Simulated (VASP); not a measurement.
Output of a VASP run:

### OUTCAR
```
 ion  position               nearest neighbor table
   1  0.333  0.667  0.250-   2 3.47   2 3.47   2 3.47   2 3.47   2 3.47   2 3.47
   2  0.667  0.333  0.750-   1 3.47   1 3.47   1 3.47   1 3.47   1 3.47   1 3.47
  LATTYP: Found a hexagonal cell.
 ALAT       =     3.5599996211
 C/A-ratio  =     1.5702248862
 Subroutine PRICEL returns:
 Original cell was already a primitive cell.
 Subroutine GETGRP returns: Found 24 space group operations
The static configuration has the point symmetry D_3d.
 The point group associated with its full space group is D_6h.
The dynamic configuration has the point symmetry D_3d.
 Subroutine INISYM returns: Found 24 space group operations
 Subroutine IBZKPT returns following result:
 Found     64 irreducible k-points:

 Following reciprocal coordinates:
            Coordinates               Weight
  0.000000  0.000000  0.000000      1.000000
  0.090909 -0.000000  0.000000      6.000000
  0.181818  0.000000  0.000000      6.000000
  0.272727 -0.000000  0.000000      6.000000
  0.363636 -0.000000  0.000000      6.000000
  0.454545 -0.000000  0.000000      6.000000
  0.090909  0.090909  0.000000      6.000000
  0.181818  0.090909  0.000000     12.000000
  0.272727  0.090909  0.000000     12.000000
  0.363636  0.090909  0.000000     12.000000
  0.454545  0.090909  0.000000      6.000000
  0.181818  0.181818  0.000000      6.000000
  0.272727  0.181818  0.000000     12.000000
  0.363636  0.181818  0.000000     12.000000
  0.272727  0.272727  0.000000      6.000000
  0.363636  0.272727  0.000000      6.000000
  0.000000  0.000000  0.166667      2.000000
  0.090909 -0.000000  0.166667     12.000000
  0.181818  0.000000  0.166667     12.000000
  0.272727 -0.000000  0.166667     12.000000
  0.363636 -0.000000  0.166667     12.000000
  0.454545 -0.000000  0.166667     12.000000
  0.090909  0.090909  0.166667     12.000000
  0.181818  0.090909  0.166667     24.000000
  0.272727  0.090909  0.166667     24.000000
  0.363636  0.090909  0.166667     24.000000
  0.454545  0.090909  0.166667     12.000000
  0.181818  0.181818  0.166667     12.000000
  0.272727  0.181818  0.166667     24.000000
  0.363636  0.181818  0.166667     24.000000
  0.272727  0.272727  0.166667     12.000000
  0.363636  0.272727  0.166667     12.000000
  0.000000  0.000000  0.333333      2.000000
  0.090909 -0.000000  0.333333     12.000000
  0.181818  0.000000  0.333333     12.000000
  0.272727 -0.000000  0.333333     12.000000
  0.363636 -0.000000  0.333333     12.000000
  0.454545 -0.000000  0.333333     12.000000
  0.090909  0.090909  0.333333     12.000000
  0.181818  0.090909  0.333333     24.000000
   k-points           NKPTS =     64   k-points in BZ     NKDIM =     64   number of bands    NBANDS=     13
   number of dos      NEDOS =    301   number of ions     NIONS =      2
   total plane-waves  NPLWV =  32928
   dimension x,y,z NGX =    28 NGY =   28 NGZ =   42
   dimension x,y,z NGXF=    56 NGYF=   56 NGZF=   84
   ions per type =               2
   PREC   = accura    normal or accurate (medium, high low for compatibility)
   ISTART =      0    job   : 0-new  1-cont  2-samecut
   ICHARG =      2    charge: 1-file 2-atom 10-const
   ISPIN  =      1    spin polarized calculation?
   LNONCOLLINEAR =      F non collinear calculations
   LSORBIT =      F    spin-orbit coupling
   INIWAV =      1    electr: 0-lowe 1-rand  2-diag
   ENCUT  =  520.0 eV  38.22 Ry    6.18 a.u.   6.62  6.62 10.39*2*pi/ulx,y,z
   NELM   =    100;   NELMIN=  2; NELMDL= -5     # of ELM steps
   EDIFF  = 0.1E-05   stopping-criterion for ELM
   LREAL  =      F    real-space projection
   NLSPLINE    = F    spline interpolate recip. space projectors
   LMAXMIX     =    6 max onsite mixed and CHGCAR
   VOSKOWN=      0    Vosko Wilk Nusair interpolation
   EDIFFG = -.1E-01   stopping-criterion for IOM
   NSW    =     60    number of steps for IOM
...
```

### OSZICAR
```
...
DAV:   3    -0.889577341818E+01   -0.23150E+01   -0.22188E+01  2940   0.556E+01
DAV:   4    -0.899074484530E+01   -0.94971E-01   -0.92775E-01  3011   0.101E+01
DAV:   5    -0.899496576567E+01   -0.42209E-02   -0.42388E-02  2886   0.180E+00    0.246E+01
DAV:   6    -0.898944411484E+01    0.55217E-02   -0.31553E-02  2790   0.340E+00    0.146E+01
DAV:   7    -0.899861865396E+01   -0.91745E-02   -0.54883E-02  2701   0.444E+00    0.373E-01
DAV:   8    -0.899840855234E+01    0.21010E-03   -0.36110E-03  2713   0.883E-01    0.947E-02
DAV:   9    -0.899841615105E+01   -0.75987E-05   -0.20609E-04  2875   0.194E-01    0.312E-02
DAV:  10    -0.899840995826E+01    0.61928E-05   -0.25929E-05  2824   0.636E-02    0.424E-02
DAV:  11    -0.899841077191E+01   -0.81365E-06   -0.13695E-06  1762   0.185E-02
   1 F= -.93669403E+01 E0= -.93678763E+01  d E =-.936694E+01
       N       E                     dE             d eps       ncg     rms          rms(c)
DAV:   1    -0.902355649930E+01   -0.25147E-01   -0.70363E-01  2458   0.128E+01    0.112E+00
DAV:   2    -0.900497216697E+01    0.18584E-01   -0.50906E-02  2374   0.344E+00    0.495E-01
DAV:   3    -0.899524047090E+01    0.97317E-02   -0.17489E-02  2576   0.229E+00    0.181E-01
DAV:   4    -0.899494843320E+01    0.29204E-03   -0.21412E-03  2686   0.757E-01    0.131E-01
DAV:   5    -0.899499321078E+01   -0.44778E-04   -0.19875E-04  2799   0.221E-01    0.125E-02
DAV:   6    -0.899498803792E+01    0.51729E-05   -0.13385E-05  2843   0.587E-02    0.779E-03
DAV:   7    -0.899498561060E+01    0.24273E-05   -0.11324E-06  1225   0.177E-02    0.156E-03
DAV:   8    -0.899498546079E+01    0.14981E-06   -0.31612E-07  1142   0.186E-02
   2 F= -.93713643E+01 E0= -.93724735E+01  d E =-.442402E-02
       N       E                     dE             d eps       ncg     rms          rms(c)
DAV:   1    -0.899477440272E+01    0.21121E-03   -0.60190E-04  2516   0.372E-01    0.348E-02
DAV:   2    -0.899475814182E+01    0.16261E-04   -0.44199E-05  2384   0.103E-01    0.147E-02
DAV:   3    -0.899474939666E+01    0.87452E-05   -0.14936E-05  2569   0.673E-02    0.539E-03
DAV:   4    -0.899474910877E+01    0.28789E-06   -0.98966E-07  1065   0.237E-02
   3 F= -.93713655E+01 E0= -.93724832E+01  d E =-.442515E-02
       N       E                     dE             d eps       ncg     rms          rms(c)
DAV:   1    -0.899772042988E+01   -0.29710E-02   -0.78444E-02  2473   0.353E+00    0.246E-01
DAV:   2    -0.899663420491E+01    0.10862E-02   -0.23131E-03  2784   0.738E-01    0.118E-01
DAV:   3    -0.899610024261E+01    0.53396E-03   -0.62066E-04  3131   0.356E-01    0.554E-02
DAV:   4    -0.899608433487E+01    0.15908E-04   -0.11544E-04  2899   0.116E-01    0.330E-02
DAV:   5    -0.899608365353E+01    0.68135E-06   -0.75219E-06  2478   0.334E-02
   4 F= -.93719251E+01 E0= -.93731101E+01  d E =-.559637E-03
       N       E                     dE             d eps       ncg     rms          rms(c)
DAV:   1    -0.899671755957E+01   -0.63322E-03   -0.13683E-02  2468   0.148E+00    0.104E-01
DAV:   2    -0.899652655608E+01    0.19100E-03   -0.39934E-04  2784   0.307E-01    0.490E-02
DAV:   3    -0.899643405438E+01    0.92502E-04   -0.10979E-04  3150   0.149E-01    0.221E-02
DAV:   4    -0.899643134592E+01    0.27085E-05   -0.19684E-05  2857   0.478E-02    0.132E-02
DAV:   5    -0.899643092434E+01    0.42158E-06   -0.81620E-07  1177   0.142E-02
   5 F= -.93719501E+01 E0= -.93731534E+01  d E =-.584598E-03
```

File OUTCAR:
```
------------------------ aborting loop because EDIFF is reached ----------------------------------------
  Edisp (eV):   -0.37552
  FORCE on cell =-STRESS in cart. coord.  units (eV):
  Direction    XX          YY          ZZ          XY          YZ          ZX
  --------------------------------------------------------------------------------------
  Total      -0.00453    -0.00453     0.01861     0.00000     0.00000     0.00000
  in kB      -0.12062    -0.12062     0.49522     0.00000     0.00000     0.00000
  external pressure =        0.08 kB  Pullay stress =        0.00 kB
  volume of cell :       60.22
      direct lattice vectors                 reciprocal lattice vectors
     1.779623380 -3.082397675  0.000000000     0.280958323 -0.162211386  0.000000000
     1.779623380  3.082397675 -0.000000000     0.280958323  0.162211386  0.000000000
    -0.000000000  0.000000000  5.489174785     0.000000000  0.000000000  0.182176746
 POSITION                                       TOTAL-FORCE (eV/Angst)
 -----------------------------------------------------------------------------------
      1.77962      1.02747      1.37229        -0.000000      0.000000      0.000000
      1.77962     -1.02747      4.11688         0.000000     -0.000000      0.000000
 -----------------------------------------------------------------------------------
    total drift:                               -0.000002      0.000086     -0.000012
  FREE ENERGIE OF THE ION-ELECTRON SYSTEM (eV)
  ---------------------------------------------------
  free  energy   TOTEN  =        -9.3719500613 eV

  energy  without entropy=       -9.3755601242  energy(sigma->0) =       -9.37315342

 reached required accuracy - stopping structural energy minimisation
```
(Selected blocks of OUTCAR.)

POSCAR:
```
Er
1
    1.7800000000    -3.0830500000     0.0000000000
    1.7800000000     3.0830500000     0.0000000000
    0.0000000000     0.0000000000     5.5900000000
Er
2
Direct
  0.3333330000   0.6666670000   0.2500000000
  0.6666670000   0.3333330000   0.7500000000
```

Task: Reconstruct the remaining input files.

Result: One answer among several that fit: the input of the run itself, PBE GGA with D4 dispersion, plane waves, VASP's PBE PAW potentials (set 64).

**INCAR**
```
# general
SYSTEM =Er
PREC   =Accurate
ENCUT  =520
LREAL  =.False.
LASPH  =.True.

# electronic loop
EDIFF  =1E-6   # SCF stop (eV)
NELM   =100
ALGO   =Normal   # blocked Davidson
LMAXMIX=6   # l cut-off of mixed one-centre charges

# smearing
ISMEAR =1
SIGMA  =0.1   # width (eV)

# functional
GGA    =PE
IVDW   =13

# ions
IBRION =2
NSW    =60   # most ionic steps
ISIF   =3
EDIFFG =-0.01   # ionic stop

# output
LWAVE  =.False.
LCHARG =.False.
```

### KPOINTS
```
Regular mesh
0
Gamma
11 11 6
```

POTCAR, in this order: Er_3 (PBE.64 set). Program: vasp_std.

The 4f electrons are frozen in the core of the lanthanide potential, so 4f levels, which can set the real gap, and their magnetism are missing.

The compound is Er in the hcp structure. This run relaxes it. Symmetry was kept, so distortions that lower it aren't found.
